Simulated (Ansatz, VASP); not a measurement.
# HfGeB (HfGeB in the AlB2 type): VASP beside Ansatz, part 2 of 2

Wanted: the spread between two codes on one cell, functional and k mesh. The cell is generated by rule, not measured, and may not be a known phase. The cell is taken from a series of runs on this material, whose earlier steps may have relaxed, scaled, displaced or heated it; both programs get it as it stands.

VASP 6.6.1 and Ansatz 0.2.0.

So far: Starting point; Ansatz: relaxation of cell and atoms, LDA, pair 1; VASP: relaxation of cell and atoms, LDA, pair 1; Side by side.

The structure was built from a prototype and need not be the compound's stable phase.

**5. Ansatz: relaxation of cell and atoms, LDA, pair 2**

Level of this step: Ansatz beside VASP: Kohn-Sham DFT, plane waves, LDA (Ansatz).

The relaxed volume is the usual yardstick between codes: in a stiff, nearly cubic crystal its relative difference is about their pressure difference at one cell divided by the bulk modulus.

The cell is taken from a series of runs on this material, whose earlier steps may have relaxed, scaled, displaced or heated it; both programs get it as it stands.

Contents of input.yaml:

```yaml
crystal:
  lattice:
    - [3.5559866128, 0.0, 0.0]
    - [-1.7779933064, 3.0795747422, 0.0]
    - [0.0, 0.0, 3.5943417549]
  atoms:
    - { symbol: Hf, position: [0.0, 0.0, 0.0] }
    - { symbol: B, position: [0.3333333333, 0.6666666667, 0.5] }
    - { symbol: Ge, position: [0.6666666667, 0.3333333333, 0.5] }
kpoints:
  mp_grid: { grid: [9, 9, 8] }
hamiltonian:
  xc: lda
  pseudopotentials: { kind: paw, azcp: { folder: soft_1 }, xc_functional: pbe }
scf:
  occupations: { method: gaussian, width: 0.1 }
output:
  forces: true
  stress: true
  eigenvalues: true
relax:
  adjacent_minimum: "off"
  f_tol: 0.005
  max_steps: 80
  cell: { stress_tol: 0.05 }
```

On the command line:

```bash
ansatz run input.yaml --threads 4 --pin off --max-ram 12288MiB --backend cpu --events-out ev --progress --plain --runs-dir out
```

Numbers of over 12 decimals in the logs are rounded to 6 here.

The log of the run:

```text
[...]
Crystal: 3 atoms, lattice volume = 39.361 Å³
Basis set: ecut = 420 eV, 763 PW (Γ)
Bands: 26, of which v1, the nominal top of the filled ones, is band 22 counted from 1 (21 counted from 0)
Symmetry: 12 space group operations
[...]
k-points: 60 of 648 (time reversal used)
[...]
k-point 59: bands = [... 18 lower, 12.2962, 14.1300, 14.6774, 20.0146, 21.7844, 21.9421, 22.3147, 22.9633]
--- Relaxed structure (4 steps of the walk, 4 accepted, 1 SCFs on fresh bases) ---
[...]
cell:  # Å, volume = 39.2795 Å³
    - [3.545854, 0.0, 0.0]
    - [-1.772927, 3.070800, 0.0]
    - [0.0, 0.0, 3.607395]
  atoms:
    - { symbol: Hf, position: [0, 0, 0.0] }
    - { symbol: B, position: [0.333333, 0.666667, 0.500000] }
    - { symbol: Ge, position: [0.666667, 0.333333, 0.500000] }
[key lines of the parts left out:]
SCF converged after 6 iterations
Free energy (F): -19843.426373 eV
Fermi energy:    18.701976 eV
P = ⅓ Tr σ = -0.0012 GPa (-0.012 kbar)
```

**6. VASP: relaxation of cell and atoms, LDA, pair 2**

The same cell, functional (in two slightly different forms), mesh and smearing now go to VASP, with its own data sets.

Contents of INCAR:

```
SYSTEM = HfGeB
PREC = Accurate
ENCUT = 500
EDIFF = 1E-07
NELM = 120
ISMEAR = 0
SIGMA = 0.1
LREAL = .FALSE.
ALGO = Normal
GGA = PW92
NBANDS = 19
LASPH = .TRUE.
LORBIT = 11
LWAVE = .FALSE.
LCHARG = .FALSE.
ISIF = 3
IBRION = 2
NSW = 80
EDIFFG = -0.005
GGA_COMPAT = .FALSE.
NELMIN = 4
KPAR = 2
```

Contents of POSCAR:

```
HfGeB
1.0
    3.5559870000      0.0000000000      0.0000000000
   -1.7779930000      3.0795750000      0.0000000000
    0.0000000000      0.0000000000      3.5943420000
Hf B Ge
1 1 1
Direct
    0.0000000000      0.0000000000      0.0000000000
    0.3333333333      0.6666666667      0.5000000000
    0.6666666667      0.3333333333      0.5000000000
```

Contents of KPOINTS:

```
Automatic mesh
0
Gamma
9 9 8
0 0 0
```

Potentials, in the order of the species: Hf_pv, B and Ge_d (LDA family, release 64).

On the command line:

```bash
mpirun -np 2 vasp_std
```

The log of the run:

```text
[banner, memory and clock lines left out]
running    2 mpi-ranks, on    1 nodes
[...]
[... a notice as in an earlier step ...]

 LDA part: xc-table for (Slater(with rela. corr.)+PW92), standard interpolation
 POSCAR, INCAR and KPOINTS ok, starting setup
[...]
entering main loop
       N       E                     dE             d eps       ncg     rms          rms(c)
DAV:   1     0.167009467580E+03    0.16701E+03   -0.13494E+04  2574   0.294E+03
DAV:   2    -0.663393035935E+01   -0.17364E+03   -0.16813E+03  2354   0.585E+02
DAV:   3    -0.251369589619E+02   -0.18503E+02   -0.18112E+02  2751   0.117E+02
DAV:   4    -0.256397054402E+02   -0.50275E+00   -0.49657E+00  3029   0.187E+01
[...]
DAV:  12    -0.238224279603E+02    0.25837E-06   -0.51692E-06  2590   0.197E-02    0.302E-02
DAV:  13    -0.238224277207E+02    0.23966E-06   -0.22974E-06  2694   0.100E-02    0.116E-02
DAV:  14    -0.238224276633E+02    0.57409E-07   -0.19367E-07  1987   0.298E-03
   1 F= -.23822428E+02 E0= -.23818078E+02  d E =-.238224E+02
[... from here on, the cycles between the ionic steps are left out ...]
   2 F= -.23822837E+02 E0= -.23818356E+02  d E =-.409833E-03
   3 F= -.23823069E+02 E0= -.23818641E+02  d E =-.641514E-03
   4 F= -.23823297E+02 E0= -.23818797E+02  d E =-.227872E-03
 trial-energy change:   -0.000228  1 .order   -0.000234   -0.000431   -0.000037
 step:   1.0220(harm=  1.0119)  dis= 0.00000  next Energy=   -23.823299 (dE=-0.230E-03)
 reached required accuracy - stopping structural energy minimisation
```

Parts of OUTCAR (step 6):

```text
  Total        0.0026204      0.0026204      0.0145659      0.0000000      0.0000000      0.0000000
  in kB        0.1069257      0.1069257      0.5943729      0.0000000      0.0000000      0.0000000
  external PRESSURE =       0.2694081 kB  Pullay stress =       0.0000000 kB

 POSITION                                       TOTAL-FORCE (eV/Angst)
 -----------------------------------------------------------------------------------
     -1.77273      3.07046      3.60672         0.000000     -0.000000      0.000000
      0.00000      2.04697      1.80336        -0.000000      0.000000      0.000000
      1.77273      1.02349      1.80336         0.000000     -0.000000      0.000000
 -----------------------------------------------------------------------------------
    total drift:                                0.000001     -0.000001      0.000000

  FREE ENERGIE OF THE ION-ELECTRON SYSTEM (eV)
  ---------------------------------------------------
  free  energy   TOTEN  =       -23.8232970489 eV

  energy  without entropy=      -23.8142968330  energy(sigma->0) =      -23.81879694

[... 2 parts as in an earlier step ...]

[... 2 further parts left out ...]
[key lines of the parts left out:]
E-fermi :   8.7374
```

**7. Side by side**

What differs besides the data sets and the points named for the pairs above, as far as they apply: the data sets hold 43 valence electrons in Ansatz (on its PAW soft_1 files) and 27 in VASP. Total energies have different zeros and are not compared.

The two programs side by side:

| quantity | Ansatz | VASP | difference |
| --- | --- | --- | --- |
| volume (Å³) | 39.28 | 39.26 | +0.04 % |
| edge a after relaxation, in the typed setting (Å) | 3.546 | 3.546 | +0.01 % |
| edge c after relaxation, in the typed setting (Å) | 3.607 | 3.607 | +0.02 % |

**8. VASP: zone-centre phonons, LDA**

Second derivatives magnify differences that forces hide, and they need a tight electronic threshold.

Contents of INCAR:

```
SYSTEM = HfGeB
PREC = Accurate
ENCUT = 500
EDIFF = 1E-08
NELM = 120
ISMEAR = 1
SIGMA = 0.2
LREAL = .FALSE.
ALGO = Normal
GGA = PW92
NBANDS = 19
LASPH = .TRUE.
LORBIT = 11
LWAVE = .FALSE.
LCHARG = .FALSE.
ISIF = 2
IBRION = 8
GGA_COMPAT = .FALSE.
KPAR = 2
```

Contents of POSCAR:

```
HfGeB
1.0
    3.5448369660      0.0000000000      0.0000000000
   -1.7724184830      3.0699188648      0.0000000000
    0.0000000000      0.0000000000      3.6091622156
Hf B Ge
1 1 1
Direct
    0.0000000000      0.0000000000      0.0000000000
    0.3333333333      0.6666666667      0.5000000000
    0.6666666667      0.3333333333      0.5000000000
```

Contents of KPOINTS:

```
Automatic mesh
0
Gamma
6 6 4
0 0 0
```

On the command line:

```bash
mpirun -np 2 vasp_std
```

The log of the run:

```text
[... set-up lines as in an earlier step ...]
 entering main loop
       N       E                     dE             d eps       ncg     rms          rms(c)
DAV:   1     0.168669875359E+03    0.16867E+03   -0.13259E+04   869   0.293E+03
DAV:   2    -0.637461124693E+01   -0.17504E+03   -0.16983E+03   828   0.588E+02
DAV:   3    -0.251253398006E+02   -0.18751E+02   -0.18374E+02   943   0.120E+02
DAV:   4    -0.256802858705E+02   -0.55495E+00   -0.54896E+00  1048   0.196E+01
[...]
DAV:  13    -0.238793431162E+02    0.11832E-06   -0.84375E-07  1001   0.656E-03    0.113E-02
DAV:  14    -0.238793430988E+02    0.17406E-07   -0.82335E-08  1001   0.212E-03    0.409E-03
DAV:  15    -0.238793430975E+02    0.13856E-08   -0.65276E-09   498   0.122E-03
   1 F= -.23879343E+02 E0= -.23880494E+02  d E =0.345280E-02
 Linear response reoptimize wavefunctions to high precision
DAV:   1    -0.238793430976E+02   -0.16962E-09   -0.29165E-09   745   0.350E-04
DAV:   2    -0.238793430976E+02    0.32742E-10   -0.11193E-10   462   0.937E-05
 Linear response DOF=           6
 Linear response progress:
[...]
RMM:  14    -0.197490755211E+00   -0.38256E-09   -0.17781E-07  3985   0.113E-04    0.724E-06
RMM:  15    -0.197490760075E+00   -0.48638E-08   -0.10987E-07  3983   0.105E-04    0.600E-06
RMM:  16    -0.197490765144E+00   -0.50685E-08   -0.39738E-08  4290   0.999E-05    0.359E-06
 first order change of Fermi-energy   0.10084E-03
 force on displaced ion       3 direction 1 : -17.279   0.004   0.000
 Linear response progress:
  Degree of freedom:   6/  6
       N       E                     dE             d eps       ncg     rms          rms(c)
RMM:   1    -0.189206742155E+00   -0.18921E+00    0.11503E+01  1056   0.643E+01
RMM:   2    -0.196853638597E+00   -0.76469E-02   -0.11579E-02  1510   0.775E-01    0.297E-01
RMM:   3    -0.197060136564E+00   -0.20650E-03   -0.85213E-04  1662   0.207E-01    0.185E-01
RMM:   4    -0.197445467189E+00   -0.38533E-03   -0.14184E-04  1696   0.772E-02    0.193E-02
[...]
RMM:  15    -0.197408708936E+00   -0.36509E-07   -0.14793E-07  1925   0.102E-04    0.254E-06
RMM:  16    -0.197408681370E+00    0.27565E-07   -0.12395E-07  1820   0.884E-05    0.352E-06
RMM:  17    -0.197408683376E+00   -0.20061E-08   -0.99362E-08  1468   0.781E-05    0.307E-06
 first order change of Fermi-energy  -0.86127E-03
 force on displaced ion       3 direction 3 :   0.000   0.000  -8.874
 Linear response finished
```

Parts of OUTCAR (step 8):

```text
  Total        0.0572183      0.0572183     -0.1883370      0.0000000      0.0000000      0.0000000
  in kB        2.3340792      2.3340792     -7.6827500      0.0000000      0.0000000      0.0000000
  external PRESSURE =      -1.0048639 kB  Pullay stress =       0.0000000 kB

 POSITION                                       TOTAL-FORCE (eV/Angst)
 -----------------------------------------------------------------------------------
      0.00000      0.00000      0.00000         0.000000     -0.000000      0.000000
     -0.00000      2.04661      1.80458        -0.000000      0.000000      0.000000
      1.77242      1.02331      1.80458         0.000000     -0.000000      0.000000
 -----------------------------------------------------------------------------------
    total drift:                                0.000002     -0.000001      0.000000

[... 2 further parts left out ...]
```

**9. Ansatz: zone-centre phonons, LDA**

The same cell, functional (in two slightly different forms), mesh and smearing now go to Ansatz, which takes its cutoff from its data sets.

The cell is taken from a series of runs on this material, whose earlier steps may have relaxed, scaled, displaced or heated it; both programs get it as it stands.

Contents of input.yaml:

```yaml
crystal:
  lattice:
    - [3.544836966, 0.0, 0.0]
    - [-1.772418483, 3.0699188648, 0.0]
    - [0.0, 0.0, 3.6091622156]
  atoms:
    - { symbol: Hf, position: [0.0, 0.0, 0.0] }
    - { symbol: B, position: [0.3333333333, 0.6666666667, 0.5] }
    - { symbol: Ge, position: [0.6666666667, 0.3333333333, 0.5] }
kpoints:
  mp_grid: { grid: [6, 6, 4] }
hamiltonian:
  xc: lda
  pseudopotentials: { kind: paw, azcp: { folder: soft_1 }, xc_functional: pbe }
scf:
  occupations: { method: methfessel_paxton, width: 0.2 }
output:
  eigenvalues: true
phonons:
  method: dfpt
  qmesh: [2, 2, 2]
  temperatures: { t_max: 1000, t_step: 50 }
  qpath:
    path:
      - [[0.0, 0.0, 0.0], [0.5, 0.0, 0.0], [0.33333333, 0.33333333, 0.0], [0.0, 0.0, 0.0], [0.0, 0.0, 0.5], [0.5, 0.0, 0.5], [0.33333333, 0.33333333, 0.5], [0.0, 0.0, 0.5]]
      - [[0.5, 0.0, 0.5], [0.5, 0.0, 0.0]]
      - [[0.33333333, 0.33333333, 0.5], [0.33333333, 0.33333333, 0.0]]
    npoints: 10
```

On the command line:

```bash
ansatz run input.yaml --threads 4 --pin off --max-ram 12288MiB --backend cpu --events-out ev --progress --plain --runs-dir out
```

The log of the run:

```text
[...]
Crystal: 3 atoms, lattice volume = 39.276 Å³
Basis set: ecut = 420 eV, 763 PW (Γ), exchange–correlation on 48×48×50 points (8 copies of the dense FFT grid, shifted against one another)
Bands: 26, of which v1, the nominal top of the filled ones, is band 22 counted from 1 (21 counted from 0)
Symmetry: 12 space group operations
k-points: 21 of 144 (time reversal used)
[...]
largest difference from the sums on the solved wave vectors: F 1.13e-1 eV, S 1.51e-4 and C_V 3.95e-5 eV/K
  zero-point energy: 0.132803 eV/cell   skipped modes (ω ≤ 0): 195, of them read as no rigid motion or as one in doubt: 192 (4.314e-1 modes/cell left out, lowest -129.08 cm⁻¹)   left out of the sums: 4.80e-2 of the cell's modes: C_V's classical limit lies that fraction below 3 k_B per atom; for a crystal, a wire or a layer, F and S can be off by more, and a phonons.interpolated_qmesh denser along its periods is the remedy for the sampling
[key lines of the parts left out:]
SCF converged after 12 iterations
Free energy (F): -19843.483598 eV
Fermi energy:    18.908298 eV
```

**10. Comparison**

What differs besides the data sets and the points named for the pairs above, as far as they apply: VASP's run holds the zone centre alone; the data sets hold 43 valence electrons in Ansatz (on its PAW soft_1 files) and 27 in VASP. Total energies have different zeros and are not compared.

The two programs side by side:

| quantity | Ansatz | VASP | difference |
| --- | --- | --- | --- |
| optical mode 1 (imaginary, printed as negative) (cm⁻¹) | -111.9 | -108.2 | -3.6 |
| optical mode 2 to 3 (cm⁻¹) | 144.1 | 145.0 | -0.61 % |
| optical mode 4 (cm⁻¹) | 241.2 | 242.5 | -0.53 % |
| optical mode 5 to 6 (cm⁻¹) | 581.1 | 580.8 | +0.05 % |

Modes are paired by rising frequency, not by their patterns, so a pair may set unlike modes beside each other; they are those without the splitting of longitudinal modes.

**11. Results**

```
difference in volume (relaxation of cell and atoms, LDA, pair 1)                                                  : 0.030 %
difference in volume (relaxation of cell and atoms, LDA, pair 2)                                                  : 0.041 %
r.m.s. difference of the optical zone-centre modes, each program's sorted by frequency (zone-centre phonons, LDA) : 1.7 cm⁻¹
difference in optical mode 2 to 3 (zone-centre phonons, LDA)                                                      : -0.6 %
```

In words: The difference in volume is 0.041 % (relaxation of cell and atoms, LDA, pair 2), within the 1.2 % picked in this series as the mark of a large difference, as far as the stopping tolerances let one tell. The data sets hold unlike numbers of valence electrons (43 in Ansatz and 27 in VASP), so part of the differences comes from the potentials. Among the rows given in per cent, the largest difference of the zone-centre phonons, LDA pair is in optical mode 2 to 3, -0.6 %. 1 further run of this series is not shown here. Such differences can come from data sets, numerical settings and the points named under the comparisons, not from the functional's error against experiment.

[Lines on the potential files, build, host, timing and source positions are cut from VASP's logs without a mark.]

[Logs are printed without paths, hosts, clocks, repeated set-up lines and the standing remarks that a program may print on its own settings, such as how far it seeks lower states.]

[Hosts, paths, dates, database ids (printed as entryN), source tags and the programs' standing remarks are cut or masked in the printed files.]
